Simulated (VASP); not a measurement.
BiS: relaxation of cell and atoms with PBE

Crystal: BiS.

```
CELL_PARAMETERS angstrom
2.10927 1.21779 3.50049
-2.10927 1.21779 3.50049
0.00000 -2.43558 3.50049
ATOMIC_POSITIONS crystal
Bi 0.00000 0.00000 0.00000
S 0.50000 0.50000 0.50000
```

The cell was built by a generator and needn't be a form met in nature.

| Property | Result |
| --- | --- |
| Program | VASP 6.6.1 |
| Task | relaxation of cell and atoms |
| Functional | PBE |
| Potentials or basis | VASP PAW PBE potentials, release 64 (Bi_d, S) |
| Cutoff | 900 eV |
| k mesh | 8 × 8 × 8 |
| Occupations | fermi-dirac, width 0.05 eV |
| Spin | no spin polarisation |
| Further INCAR settings | ALGO = Normal; EDIFF = 1e-06; IBRION = 2; EDIFFG = -0.01; NSW = 40; ISIF = 3 |

```yaml
Relaxed_volume: 25.24 Å³/atom
Relaxed_cell: a = 4.547 Å, b = 4.547 Å, c = 4.547 Å, α = 49.83°, β = 49.83°, γ = 49.83°
Space_group_after_relaxing_to_0.05_Å: R-3m (No. 166)
Energy_gained_by_relaxing: 57.2 meV/atom
Ionic_steps: 16
Pressure_after_relaxing: 0.0 GPa
Band_gap_on_the_k_mesh: none (metal or under the smearing width)
```

Step by step:
| step | energy change (eV) | largest force (eV/Å) | pressure (GPa) | volume (Å³) |
| --- | --- | --- | --- | --- |
| 1 | 0.0000 | 0.0000 | -1.34 | 53.95 |
| 2 | -0.0049 | 0.0000 | 0.61 | 52.21 |
| 3 | -0.0056 | 0.0000 | 0.05 | 52.67 |
| 4 | -0.0067 | 0.0000 | 0.06 | 52.64 |
| 5 | -0.0112 | 0.0000 | 0.09 | 52.54 |
| 6 | -0.0259 | 0.0000 | 0.09 | 52.31 |
| 7 | -0.0740 | 0.0000 | -0.06 | 51.73 |
| 8 | -0.1039 | 0.0000 | -0.24 | 50.12 |
| 9 | -0.1130 | 0.0000 | -0.18 | 50.88 |
| 10 | -0.1141 | 0.0000 | -0.29 | 50.73 |
| 11 | -0.1142 | 0.0000 | -0.27 | 50.68 |
| 12 | -0.0893 | 0.0000 | 3.05 | 48.00 |
| 13 | -0.1143 | 0.0000 | -0.06 | 50.50 |
| 14 | -0.1143 | 0.0000 | -0.06 | 50.51 |
| 15 | -0.1136 | 0.0000 | 0.32 | 50.36 |
| 16 | -0.1143 | 0.0000 | 0.02 | 50.48 |

Final structure:
```yaml
crystal:
  lattice:
    - [1.91525, 1.10577, 3.97254]
    - [-1.91525, 1.10577, 3.97254]
    - [0.00000, -2.21154, 3.97254]
  atoms:
    - { symbol: Bi, position: [0.00000, 0.00000, 0.00000] }
    - { symbol: S, position: [0.50000, 0.50000, 0.50000] }
```

Levels at points of the mesh, in eV from the Fermi level:
```tsv
k point	band 8	band 9	band 10	band 11	band 12	band 13
(0.00, 0.00, 0.00)	-4.80	-2.53	-2.53	3.07	3.07	3.28
(0.50, 0.00, 0.00)	-3.54	-2.61	-2.61	-2.17	-0.43	0.06
(0.50, 0.50, 0.00)	-6.64	-5.42	-3.88	2.36	2.77	3.20
(0.50, 0.50, 0.50)	-2.18	-2.18	-1.10	-0.18	1.23	1.23
```

It took 6.5 min on 1 thread of Intel(R) Xeon(R) 6975P-C (Granite Rapids), with other jobs on the host, peak memory 0.36 GiB.

Caveat: spin-orbit coupling is left out, which moves the levels of the heavy elements.
